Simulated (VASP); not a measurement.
Consider the following.

```
CELL_PARAMETERS angstrom
      4.21816     0.00000     0.00000
     -2.10908     3.65303     0.00000
      0.00000     0.00000     8.22706
ATOMIC_POSITIONS crystal
  Y  0.33333 0.66667 0.01970
  Y  0.66667 0.33333 0.51970
  Se 0.33333 0.66667 0.35530
  Se 0.66667 0.33333 0.85530
```

Calculation: r2SCAN meta-GGA, VASP's PBE PAW potentials (set 64) (plane waves; VASP 6.6.1). Numerical set-up: 400 eV cut-off, 9×9×4 Γ-centred mesh, tetrahedra with Blöchl corrections, potentials Y_sv Se.

Predict the energy per atom (σ→0), band gap (over mesh and band path) with the smallest direct gap where there is one.

```yaml
band gap (over mesh and band path): none (metal, semimetal or under 0.01 eV)
energy per atom (σ→0): -18.788 eV/atom
```

The structure was generated: YSe was put into the wurtzite type (P6_3mc), which need not be its known phase. It was relaxed first, which changed the volume by -31 %.
